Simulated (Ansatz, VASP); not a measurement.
# Two plane-wave programs on B4Ru

```
B Ru
1.0
    -2.36237    2.36237    2.36237
     2.36237   -2.36237    2.36237
     2.36237    2.36237   -2.36237
B Ru
4 1
Cartesian
  1.1812 1.1812 1.1812
  -1.1812 1.1812 1.1812
  1.1812 1.1812 -1.1812
  1.1812 -1.1812 1.1812
  0.0000 0.0000 0.0000
```

Change from the starting cell: species swapped into the Hg4Pt type (Im-3m, No. 229).

Alike in both runs: functional PBE; k mesh 6 × 6 × 6; occupations gaussian, width 0.1 eV; no spin polarisation.

Ansatz relaxed the structure, and its values are those at the end. VASP's run is a single point on that final structure, the one shown.

|  | VASP | Ansatz |
| --- | --- | --- |
| version | VASP 6.6.1 | Ansatz 0.2.0 |
| potentials or method | VASP PAW PBE potentials, release 64 (B, Ru_pv) | scalar-relativistic, plane waves, PAW |
| plane-wave cutoff (eV) | 520 | 420 |
| valence electrons in the cell | 26 | 28 |

|  | VASP | Ansatz | Ansatz less VASP |
| --- | --- | --- | --- |
| gap on the k mesh at the Fermi level (eV) | none | none | - |
| pressure (GPa) | 0.0 | 0.0 | +0.04 |

A gap of «none» marks a metal or a gap that the smearing closes. The two sets of potentials don't hold the same shells in valence.
